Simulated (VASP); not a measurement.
Set up this calculation in VASP 6.6.1, as the native input.

- Task: band structure
- Functional: LDA
- Potentials or basis: VASP PAW LDA potentials, release 64 (Sb)
- Cutoff: 520 eV
- k mesh: 12 × 12 × 10
- Occupations: methfessel-paxton, width 0.1 eV
- Spin: no spin polarisation
- Further INCAR settings: ALGO = Fast; EDIFF = 1e-07; NBANDS = 12

The structure of Sb lies in POSCAR:

```
Sb                                      
1.0
    2.1499439914      1.2412707423      3.6473172948
   -2.1499439914      1.2412707423      3.6473172948
    0.0000000000     -2.4825414846      3.6473172948
  Sb            
     2
Direct
     0.2367028076213273    0.2367028076213273    0.2367028076213273
     0.7632971923786727    0.7632971923786727    0.7632971923786727
```

One way to write it, as run:

INCAR

```
  PREC = Accurate
  ENCUT = 520
  EDIFF = 1E-7
  ISMEAR = 1
  SIGMA = 0.1
  LREAL = F
  LASPH = T
  NELM = 80
  ALGO = Fast
  ISIF = 2
  LWAVE = F
  LCHARG = F
  NBANDS = 12
  ICORELEVEL = 1
```

KPOINTS

```
Automatic mesh
0
Gamma
  12 12 10
```

KPOINTS_OPT

```
explicit points
188
Reciprocal
 0.0000000000  0.0000000000  0.0000000000 1
 0.0263157895  0.0000000000  0.0000000000 1
 0.0526315789  0.0000000000  0.0000000000 1
 0.0789473684  0.0000000000  0.0000000000 1
 0.1052631579  0.0000000000  0.0000000000 1
 0.1315789474  0.0000000000  0.0000000000 1
[... 180 lines left out ...]
 0.6301563178  0.6301563178  0.2396873643 1
 0.6301563178  0.3698436822  0.0000000000 1
```

Potentials or basis: VASP PAW LDA potentials, release 64 (Sb).

Launch:

```bash
$ cat potpaw_LDA.64/Sb/POTCAR > POTCAR
$ mpirun -np 1 vasp_std > vasp.out
```

Results of the run:

| Item | Value |
| --- | --- |
| Pressure | 0.0 GPa |
| Largest force | 0.005 eV/Å |
| Band gap along the path | none (metal or under the smearing width) |

Caveat: spin-orbit coupling is left out, which moves the levels of the heavy elements.

It took 2.4 min on 1 thread of Intel(R) Xeon(R) 6975P-C (Granite Rapids), with other jobs on the host, peak memory 0.49 GiB.
